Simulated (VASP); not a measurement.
Level of theory: PBEsol GGA, VASP's PBE PAW potentials (set 64) (plane waves; VASP).

A VASP calculation is set up with these files.

POSCAR:
```
TaOs3
1
    3.9149700000     0.0000000000     0.0000000000
    0.0000000000     3.9149700000     0.0000000000
    0.0000000000     0.0000000000     3.9149700000
Ta Os
1 3
Direct
  0.0103600000   0.0043710000   0.0048640000
  0.0011610000   0.5059730000   0.4841230000
  0.5044370000  -0.0007300000   0.5096980000
  0.4840420000   0.4903860000   0.0013140000
```

### KPOINTS
```
Automatic mesh
0
Gamma
7 7 7
0 0 0
```

INCAR:
```
ISIF = 2   ! forces and stress, cell fixed
EDIFF = 1E-6
LREAL = .FALSE.
LASPH = .TRUE.
SYSTEM = TaOs3
SIGMA = 0.1
ISMEAR = -1   ! Fermi-Dirac
ALGO = Normal   ! blocked Davidson
LMAXMIX = 6   ! l cut-off of mixed one-centre charges
GGA = PS
LCHARG = .FALSE.
PREC = Accurate
NELM = 100   ! most electronic steps
LWAVE = .FALSE.
ENCUT = 300   ! plane-wave cut-off (eV)
```

POTCAR, in this order: Ta_pv Os (PBE.64 set). Program: vasp_std.

Output of the run:

File OUTCAR:
```
 ion  position               nearest neighbor table
   1  0.010  0.004  0.005-   4 2.66   2 2.71   2 2.72   4 2.74   3 2.74   3 2.77   3 2.77   3 2.80
                             4 2.80   2 2.82   2 2.83   4 2.88
   2  0.001  0.506  0.484-   4 2.67   1 2.71   1 2.72   3 2.74   3 2.76   4 2.77   4 2.77   3 2.78
                             3 2.80   1 2.82   1 2.83   4 2.86
   3  0.504  0.999  0.510-   4 2.72   1 2.74   2 2.74   2 2.76   1 2.77   4 2.77   4 2.77   1 2.77
                             2 2.78   2 2.80   1 2.80   4 2.82
   4  0.484  0.490  0.001-   1 2.66   2 2.67   3 2.72   1 2.74   3 2.77   2 2.77   2 2.77   3 2.77
                             1 2.80   3 2.82   2 2.86   1 2.88
  LATTYP: Found a simple cubic cell.
 ALAT       =     3.9149700000
 Subroutine PRICEL returns:
 Original cell was already a primitive cell.
 Subroutine GETGRP returns: Found  1 space group operations
The static configuration has the point symmetry C_1 .
The dynamic configuration has the point symmetry C_1 .
 Subroutine INISYM returns: Found  1 space group operations
 Subroutine IBZKPT returns following result:
 Found    172 irreducible k-points:

 Following reciprocal coordinates:
            Coordinates               Weight
  0.000000  0.000000  0.000000      1.000000
  0.142857  0.000000  0.000000      2.000000
  0.000000  0.142857  0.000000      2.000000
  0.000000  0.000000  0.142857      2.000000
  0.285714  0.000000  0.000000      2.000000
  0.000000  0.285714  0.000000      2.000000
  0.000000  0.000000  0.285714      2.000000
  0.428571  0.000000  0.000000      2.000000
  0.000000  0.428571  0.000000      2.000000
  0.000000  0.000000  0.428571      2.000000
  0.142857  0.142857  0.000000      2.000000
  0.000000  0.142857  0.142857      2.000000
  0.142857  0.000000  0.142857      2.000000
 -0.142857  0.142857  0.000000      2.000000
 -0.142857  0.000000  0.142857      2.000000
  0.000000 -0.142857  0.142857      2.000000
  0.285714  0.142857  0.000000      2.000000
  0.000000  0.285714  0.142857      2.000000
...
```

### OSZICAR
```
       N       E                     dE             d eps       ncg     rms          rms(c)
DAV:   1     0.166869375443E+03    0.16687E+03   -0.12722E+04  7421   0.105E+03
DAV:   2    -0.376742857474E+02   -0.20454E+03   -0.19806E+03  7992   0.388E+02
DAV:   3    -0.522032263473E+02   -0.14529E+02   -0.13551E+02 10264   0.797E+01
DAV:   4    -0.526204396939E+02   -0.41721E+00   -0.41247E+00  9214   0.135E+01
DAV:   5    -0.526343635413E+02   -0.13924E-01   -0.13894E-01 10375   0.204E+00    0.338E+01
DAV:   6    -0.504296718099E+02    0.22047E+01   -0.49491E+00 10440   0.139E+01    0.150E+01
DAV:   7    -0.498420611304E+02    0.58761E+00   -0.24105E+00  9698   0.101E+01    0.439E+00
DAV:   8    -0.497555132100E+02    0.86548E-01   -0.50965E-01 10243   0.450E+00    0.611E-01
DAV:   9    -0.497527964884E+02    0.27167E-02   -0.28878E-02 10762   0.130E+00    0.435E-01
DAV:  10    -0.497491882229E+02    0.36083E-02   -0.11114E-02 10716   0.779E-01    0.184E-01
DAV:  11    -0.497489456696E+02    0.24255E-03   -0.18311E-03 10781   0.253E-01    0.462E-02
DAV:  12    -0.497489473146E+02   -0.16450E-05   -0.54853E-05  9305   0.646E-02    0.276E-02
DAV:  13    -0.497489461286E+02    0.11860E-05   -0.18389E-05 11517   0.323E-02    0.152E-02
DAV:  14    -0.497489430115E+02    0.31171E-05   -0.91830E-06 10551   0.221E-02    0.280E-03
DAV:  15    -0.497489427911E+02    0.22042E-06   -0.43339E-07  4952   0.514E-03
   1 F= -.49748943E+02 E0= -.49684963E+02  d E =-.127960E+00
```

OUTCAR:
```
------------------------ aborting loop because EDIFF is reached ----------------------------------------
  FORCE on cell =-STRESS in cart. coord.  units (eV):
  Direction    XX          YY          ZZ          XY          YZ          ZX
  --------------------------------------------------------------------------------------
  Total       -2.1464393     -2.0094771     -2.1927396      0.3038066     -0.0012963     -0.2748937
  in kB      -57.3117782    -53.6547681    -58.5480342      8.1118967     -0.0346120     -7.3398994
  external PRESSURE =     -56.5048602 kB  Pullay stress =       0.0000000 kB
  volume of cell :       60.00
      direct lattice vectors                 reciprocal lattice vectors
     3.914970000  0.000000000  0.000000000     0.255429799  0.000000000  0.000000000
     0.000000000  3.914970000  0.000000000     0.000000000  0.255429799  0.000000000
     0.000000000  0.000000000  3.914970000     0.000000000  0.000000000  0.255429799
 POSITION                                       TOTAL-FORCE (eV/Angst)
 -----------------------------------------------------------------------------------
      0.04056      0.01711      0.01904        -0.695863     -0.276282     -0.335602
      0.00455      1.98087      1.89533        -0.272243     -0.162905      0.787990
      1.97486      3.91211      1.99545         0.055445     -0.053626     -0.285480
      1.89501      1.91985      0.00514         0.912661      0.492812     -0.166907
 -----------------------------------------------------------------------------------
    total drift:                                0.000095     -0.000048     -0.000024
  FREE ENERGIE OF THE ION-ELECTRON SYSTEM (eV)
  ---------------------------------------------------
  free  energy   TOTEN  =       -49.7489427911 eV

  energy  without entropy=      -49.6209831279  energy(sigma->0) =      -49.68496296
```
(Selected blocks of OUTCAR.)

OUTCAR:
```
 val. band max:        7.7597579264   @ k =   0.2857   0.0000   0.1429

 cond. band min:       7.7630125596   @ k =   0.4286   0.4286   0.4286


 Fermi energy:         7.7608552707

 k-point     1 :       0.0000    0.0000    0.0000
  band No.  band energies     occupation
      1     -26.3017      2.00000
      2     -26.2991      2.00000
      3     -26.2959      2.00000
      4      -2.0168      2.00000
      5       1.2442      2.00000
      6       1.3035      2.00000
      7       1.3214      2.00000
      8       2.0622      2.00000
      9       2.0753      2.00000
     10       2.0865      2.00000
     11       5.8336      2.00000
     12       5.8860      2.00000
     13       5.8895      2.00000
     14       8.5593      0.00068
     15       8.5748      0.00058
     16      10.0133      0.00000
     17      10.5876      0.00000
     18      10.7010      0.00000
     19      10.8596      0.00000
     20      10.9505      0.00000
     21      10.9839      0.00000

 k-point     2 :       0.1429    0.0000    0.0000
  band No.  band energies     occupation
      1     -26.3103      2.00000
      2     -26.3023      2.00000
      3     -26.2988      2.00000
      4      -1.7071      2.00000
      5       1.4044      2.00000
      6       1.5159      2.00000
      7       1.5632      2.00000
      8       2.1797      2.00000
      9       2.2986      2.00000
     10       2.3214      2.00000
     11       5.6152      2.00000
     12       6.0109      2.00000
     13       6.0507      2.00000
     14       8.2045      0.02340
     15       8.6178      0.00038
     16       8.9131      0.00002
     17       8.9679      0.00001
     18       9.4911      0.00000
     19      10.0706      0.00000
     20      10.9258      0.00000
     21      11.4921      0.00000

 k-point     3 :       0.0000    0.1429    0.0000
  band No.  band energies     occupation
      1     -26.3118      2.00000
      2     -26.3013      2.00000
      3     -26.2981      2.00000
...
```

At this cut-off the stress carries a Pulay error, which pulls relaxed volumes low. Unless said otherwise, spin-orbit coupling is left out, though it shifts the bands of the heavy elements here.

The structure comes from a computed database's TaOs3 entry (Pm-3m); how it stands against other phases isn't given here. The cell was not relaxed at this level, atoms are displaced from their ideal sites. The electron count is odd and the run is not spin-polarised, which forces a metal.
